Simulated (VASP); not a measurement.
A VASP calculation is set up with these files.

### KPOINTS
```
Automatic mesh
0
Gamma
13 13 7
0 0 0
```

**INCAR**
```
ALGO=Normal
EDIFF=1E-6
EDIFFG=-0.01
ENCUT=400
GGA=PS
IBRION=2
ISIF=3
ISMEAR=1
LASPH=T
LCHARG=F
LMAXMIX=4
LREAL=F
LWAVE=F
NELM=100
NSW=60
PREC=Accurate
SIGMA=0.1
SYSTEM=Ti
```

File POSCAR:
```
Ti
1.0
  1.4457044992  -2.5040337007   0.0000000000
  1.4457044992   2.5040337007   0.0000000000
  0.0000000000   0.0000000000   4.5865499090
Ti
2
Cartesian
  1.4457044992   0.8346795696   1.1466374773
  1.4457044992  -0.8346795696   3.4399124318
```

POTCAR, in this order: Ti_sv (PBE.64 set). Program: vasp_std.

Problem. Translate this PBEsol calculation to Ansatz.

Solution. One equivalent input (not run):
Ansatz 0.2 input:
```yaml
crystal:
  lattice:
    - [1.4457045, -2.5040337, 0.0000000]
    - [1.4457045, 2.5040337, 0.0000000]
    - [0.0000000, 0.0000000, 4.5865499]
  atoms:
    - { symbol: Ti, position: [0.3333330, 0.6666670, 0.2500000] }
    - { symbol: Ti, position: [0.6666670, 0.3333330, 0.7500000] }
kpoints:
  mp_grid: { grid: [13, 13, 7] }
hamiltonian:
  xc: pbesol
  pseudopotentials: { kind: paw }
scf:
  occupations: { method: methfessel_paxton, width: 0.1 }
  max_iter: 100
relax:
  max_steps: 60
  f_tol: 0.01
  cell: {}
output: { forces: true, stress: true, eigenvalues: true }
```
The two are equivalent in intent, not identical: each code has its own PAW files, so the cut-off isn't converted (ENCUT is set for VASP's; basis.ecutwfc is left out, and Ansatz then takes the one that its files recommend); Ansatz stops its SCF on the density residual and VASP on the energy change (EDIFF).

The compound is Ti in the hcp structure. This run relaxes it. Symmetry was kept, so distortions that lower it aren't found. The start is the result of an earlier pass.
